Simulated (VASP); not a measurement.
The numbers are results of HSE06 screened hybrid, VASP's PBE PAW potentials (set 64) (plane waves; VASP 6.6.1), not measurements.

A VASP calculation is set up with these files.

INCAR:
```
AEXX  =  0.25
ALGO  =  Normal
EDIFF  =  1E-6
ENCUT  =  500
GGA  =  PE
HFSCREEN  =  0.2
ISIF  =  2
ISMEAR  =  0
ISYM  =  3
LASPH  =  .True.
LCHARG  =  .False.
LHFCALC  =  .True.
LMAXMIX  =  4
LREAL  =  .False.
LWAVE  =  .False.
NELM  =  60
PREC  =  Accurate
PRECFOCK  =  Fast
SIGMA  =  0.05
SYSTEM  =  BaLiF3
```

File KPOINTS_OPT:
```
named points and PBE's band edges
6
Reciprocal
  0.000000   0.000000   0.000000 1 ! GAMMA
  0.500000   0.500000   0.500000 1 ! R
  0.500000   0.500000   0.000000 1 ! M
  0.000000   0.500000   0.000000 1 ! X
  0.035710   0.035710   0.000000 1 ! near an edge
  0.000000   0.035710   0.000000 1 ! near an edge
```

File KPOINTS:
```
Automatic mesh
0
Gamma
4 4 4
0 0 0
```

### POSCAR
```
BaLiF3
1
    4.0421674388     0.0000000000     0.0000000000
    0.0000000000     4.0421674388     0.0000000000
    0.0000000000     0.0000000000     4.0421674388
Ba Li F
1 1 3
Direct
  0.0000000000   0.0000000000   0.0000000000
  0.5000000000   0.5000000000   0.5000000000
  0.0000000000   0.5000000000   0.5000000000
  0.5000000000   0.0000000000   0.5000000000
  0.5000000000   0.5000000000   0.0000000000
```

POTCAR, in this order: Ba_sv Li_sv F (PBE.64 set). Program: vasp_std. Read from the step before: WAVECAR.

Output

File OSZICAR:
```
       N       E                     dE             d eps       ncg     rms          rms(c)
DAV:   1    -0.317511647395E+02   -0.31751E+02   -0.70957E-01   425   0.774E+00    0.695E-01
DAV:   2    -0.317480317041E+02    0.31330E-02   -0.68551E-02   541   0.205E+00    0.370E-01
DAV:   3    -0.317449860686E+02    0.30456E-02   -0.11891E-02   492   0.795E-01    0.270E-01
DAV:   4    -0.317444804511E+02    0.50562E-03   -0.10127E-03   494   0.221E-01    0.172E-01
DAV:   5    -0.317441892692E+02    0.29118E-03   -0.32199E-04   493   0.158E-01    0.872E-02
DAV:   6    -0.317441087295E+02    0.80540E-04   -0.77749E-05   536   0.820E-02    0.471E-02
DAV:   7    -0.317440817911E+02    0.26938E-04   -0.18680E-05   565   0.387E-02    0.283E-02
DAV:   8    -0.317440737987E+02    0.79924E-05   -0.70675E-06   520   0.230E-02    0.175E-02
DAV:   9    -0.317440717020E+02    0.20967E-05   -0.19766E-06   346   0.141E-02    0.106E-02
DAV:  10    -0.317440712581E+02    0.44390E-06   -0.91114E-07   305   0.945E-03
   1 F= -.31744071E+02 E0= -.31744071E+02  d E =-.227433E-18
       N       E                     dE             ncg
```

### OUTCAR
```
------------------------ aborting loop because EDIFF is reached ----------------------------------------
  FORCE on cell =-STRESS in cart. coord.  units (eV):
  Direction    XX          YY          ZZ          XY          YZ          ZX
  --------------------------------------------------------------------------------------
  Total       -0.7321993     -0.7321993     -0.7321993      0.0000000     -0.0000000     -0.0000000
  in kB      -17.7622087    -17.7622087    -17.7622087      0.0000000     -0.0000000     -0.0000000
  external PRESSURE =     -17.7622087 kB  Pullay stress =       0.0000000 kB
  volume of cell :       66.05
      direct lattice vectors                 reciprocal lattice vectors
     4.042167439  0.000000000  0.000000000     0.247392028  0.000000000  0.000000000
     0.000000000  4.042167439  0.000000000     0.000000000  0.247392028  0.000000000
     0.000000000  0.000000000  4.042167439     0.000000000  0.000000000  0.247392028
 POSITION                                       TOTAL-FORCE (eV/Angst)
 -----------------------------------------------------------------------------------
      0.00000      0.00000      0.00000         0.000000      0.000000      0.000000
      2.02108      2.02108      2.02108         0.000000      0.000000      0.000000
      0.00000      2.02108      2.02108         0.000000      0.000000      0.000000
      2.02108      0.00000      2.02108         0.000000      0.000000      0.000000
      2.02108      2.02108      0.00000         0.000000      0.000000      0.000000
 -----------------------------------------------------------------------------------
    total drift:                               -0.000000     -0.000000     -0.000000
  FREE ENERGIE OF THE ION-ELECTRON SYSTEM (eV)
  ---------------------------------------------------
  free  energy   TOTEN  =       -31.7440712581 eV

  energy  without entropy=      -31.7440712581  energy(sigma->0) =      -31.74407126

  exchange ACFDT corr.  =         0.00000000  see jH, gK, PRB 81, 115126
```
(Selected blocks of OUTCAR.)

**OUTCAR**
```
 val. band max:       -2.3276552622   @ k =   0.0000   0.0000   0.0000

 cond. band min:       6.3044252200   @ k =   0.0000   0.0000   0.0000


 Fermi energy:        -2.0264118079

 k-point     1 :       0.0000    0.0000    0.0000
  band No.  band energies     occupation
      1     -45.3064      2.00000
      2     -26.9705      2.00000
      3     -23.4350      2.00000
      4     -23.1052      2.00000
      5     -23.1052      2.00000
      6     -10.8906      2.00000
      7     -10.8906      2.00000
      8     -10.8906      2.00000
      9      -4.1835      2.00000
     10      -4.1835      2.00000
     11      -4.1835      2.00000
     12      -3.1150      2.00000
     13      -3.1150      2.00000
     14      -3.1150      2.00000
     15      -2.3277      2.00000
     16      -2.3277      2.00000
     17      -2.3277      2.00000
     18       6.3044      0.00000
     19       6.3044      0.00000
     20       7.6531      0.00000
     21       9.5498      0.00000

 k-point     2 :       0.2500    0.0000    0.0000
  band No.  band energies     occupation
      1     -45.3059      2.00000
      2     -26.8917      2.00000
      3     -23.4896      2.00000
      4     -23.1870      2.00000
      5     -23.0982      2.00000
      6     -10.8675      2.00000
      7     -10.7955      2.00000
      8     -10.7955      2.00000
      9      -4.2738      2.00000
     10      -4.2738      2.00000
     11      -4.0520      2.00000
     12      -3.3307      2.00000
     13      -3.1860      2.00000
     14      -3.1860      2.00000
     15      -2.7986      2.00000
     16      -2.5007      2.00000
     17      -2.5007      2.00000
     18       6.9683      0.00000
     19       7.2641      0.00000
     20       8.9819      0.00000
     21       9.7386      0.00000

 k-point     3 :       0.5000    0.0000    0.0000
  band No.  band energies     occupation
      1     -45.3054      2.00000
      2     -26.8075      2.00000
      3     -23.5719      2.00000
...
```

Unless said otherwise, spin-orbit coupling is left out, though it shifts the bands of the heavy elements here.

The structure comes from a computed database's BaLiF3 entry (Pm-3m); how it stands against other phases isn't given here. It was relaxed first.
